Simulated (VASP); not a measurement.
A VASP calculation is set up with these files.

**KPOINTS**
```
Automatic mesh
0
Gamma
5 5 5
0 0 0
```

INCAR:
```
! general
SYSTEM  = InP
PREC    = Accurate
ENCUT   = 300
LREAL   = .False.
LASPH   = .True.

! electronic loop
EDIFF   = 1E-6
NELM    = 100
ALGO    = Normal
LMAXMIX = 4

! smearing
ISMEAR  = -1
SIGMA   = 0.01

! functional
GGA     = PE

! ions
ISIF    = 2

! output
LWAVE   = .False.
LCHARG  = .False.
```

**POSCAR**
```
InP
1
    0.0000000000     2.9505050000     2.9505050000
    2.9505050000     0.0000000000     2.9505050000
    2.9505050000     2.9505050000     0.0000000000
In P
1 1
Direct
  0.0000000000   0.0000000000   0.0000000000
  0.2500000000   0.2500000000   0.2500000000
```

POTCAR, in this order: In_d P (PBE.64 set). Program: vasp_std.

**Question.** Translate this PBE calculation to Ansatz.

**Answer.** One equivalent input (not run):
Ansatz 0.2 input:
```yaml
crystal:
  lattice:
    - [0.0000000, 2.9505050, 2.9505050]
    - [2.9505050, 0.0000000, 2.9505050]
    - [2.9505050, 2.9505050, 0.0000000]
  atoms:
    - { symbol: In, position: [0.0000000, 0.0000000, 0.0000000] }
    - { symbol: P, position: [0.2500000, 0.2500000, 0.2500000] }
kpoints:
  mp_grid: { grid: [5, 5, 5] }
hamiltonian:
  xc: pbe
  pseudopotentials: { kind: paw }
scf:
  occupations: { method: fermi_dirac, width: 0.01 }
  max_iter: 100
output: { forces: true, stress: true, eigenvalues: true }
```
Limits of the translation: each code has its own PAW files, so the cut-off isn't converted (ENCUT is set for VASP's; basis.ecutwfc is left out, and Ansatz then takes the one that its files recommend); Ansatz stops its SCF on the density residual and VASP on the energy change (EDIFF).

The structure comes from a computed database's InP entry; how it stands against other phases isn't given here. The cell was not relaxed at this level, and its volume differs by -5.9 % from the start's.
